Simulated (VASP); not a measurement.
An input for Quantum ESPRESSO's pw.x (written as the equivalent of a VASP run, and not itself run):

```
&CONTROL
  calculation = 'scf'
  pseudo_dir = './pseudo'
  outdir = './out'
  tprnfor = .true.
  tstress = .true.
/
&SYSTEM
  ibrav = 0
  nat = 3
  ntyp = 2
  ecutwfc = 76
  occupations = 'tetrahedra'
  input_dft = 'pw91'
/
&ELECTRONS
  conv_thr = 7.3e-09
  electron_maxstep = 100
/
ATOMIC_SPECIES
  Zr 91.224 Zr.upf
  B 10.810 B.upf
CELL_PARAMETERS angstrom
     1.5850307   -2.7453541    0.0000000
     1.5850307    2.7453541    0.0000000
    -0.0000000   -0.0000000    3.5525859
ATOMIC_POSITIONS crystal
  Zr   0.0000000  0.0000000  0.0000000
  B    0.3333330  0.6666670  0.5000000
  B    0.6666670  0.3333330  0.5000000
K_POINTS automatic
  12 12 10 0 0 0
```

### Question
Translate this input to VASP (INCAR, KPOINTS, POSCAR, choice of POTCAR).

### Answer
Several could match; the one computed here: 
### KPOINTS
```
Regular mesh
0
Gamma
 12 12 10
0 0 0
```

**INCAR**
```
! general
SYSTEM  = ZrB2
PREC    = Accurate
ENCUT   = 520   ! plane-wave cut-off (eV)
LREAL   = .FALSE.
LASPH   = .TRUE.   ! aspherical one-centre terms

! electronic loop
EDIFF   = 1E-7   ! SCF stop (eV)
NELM    = 100
ALGO    = Normal   ! blocked Davidson
LMAXMIX = 4   ! l cut-off of mixed one-centre charges

! smearing
ISMEAR  = -5

! functional
GGA     = 91

! ions
ISIF    = 2   ! forces and stress, cell fixed

! output
LWAVE   = .FALSE.
LCHARG  = .TRUE.
LORBIT  = 11
NEDOS   = 601

! other
LEFG    = .TRUE.
```

### POSCAR
```
ZrB2
1
    1.5850306820    -2.7453541429     0.0000000000
    1.5850306820     2.7453541429     0.0000000000
   -0.0000000000    -0.0000000000     3.5525858828
Zr B
1 2
Direct
  0.0000000000   0.0000000000   0.0000000000
  0.3333330000   0.6666670000   0.5000000000
  0.6666670000   0.3333330000   0.5000000000
```

POTCAR, in this order: Zr_sv B (PBE.64 set). Program: vasp_std.

What does not carry over: the potentials are each code's own (VASP's PAW set, PseudoDojo norm-conserving files in pw.x), so ENCUT and ecutwfc are chosen apart and not converted; conv_thr bounds pw.x's estimated SCF error, while EDIFF bounds the energy change between steps; the field gradients of LEFG aren't asked of the other code.

The compound is ZrB2 in the AlB2 type structure. It was relaxed first.
